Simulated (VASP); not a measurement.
V₂Ge (relaxed from the Fe2P structure, space group P-62m): computed properties

These are PBEsol GGA, VASP's PBE PAW potentials (set 64) (plane waves; VASP) values and carry that method's errors.

- space group = P-62m (189)
- cell = a = 6.7248 Å, b = 6.7248 Å, c = 3.1120 Å, α = 90.00°, β = 90.00°, γ = 120.00°
- volume per atom = 13.54 Å³/atom
- band gap (over mesh and band path) = none (metal, semimetal or under 0.01 eV)
- cell moment = -0.02 μB
- density = 7.13 g/cm³

V$_{2}$Ge is taken in the hexagonal space group P-62m (No. 189), Pearson symbol hP9. Cell: a = 6.725 Å, b = 6.725 Å, c = 3.112 Å, α = 90.00°, β = 90.00°, γ = 120.00°. V1 on 3f has 4 Ge at 2.391–2.483 Å and 6 V at 2.744–2.816 Å. V2 on 3g sees 5 Ge at 2.588–2.650 Å and 6 V at 2.744–2.816 Å and 2 V at 3.112 Å. Ge1 on 1b is surrounded by 6 V at 2.391 Å and 3 V at 2.650 Å. Ge2 on 2c has 9 V at 2.483–2.588 Å. (Neighbours: up to the widest gap in distance over summed covalent radii, below 1.35, at either atom; cation-cation and far metal-metal contacts left out.)

The structure was generated: V2Ge was put into the Fe2P type (P-62m), which need not be its known phase. It was relaxed first, which changed the volume by -15 %. Symmetry was kept, so distortions that lower it aren't found.
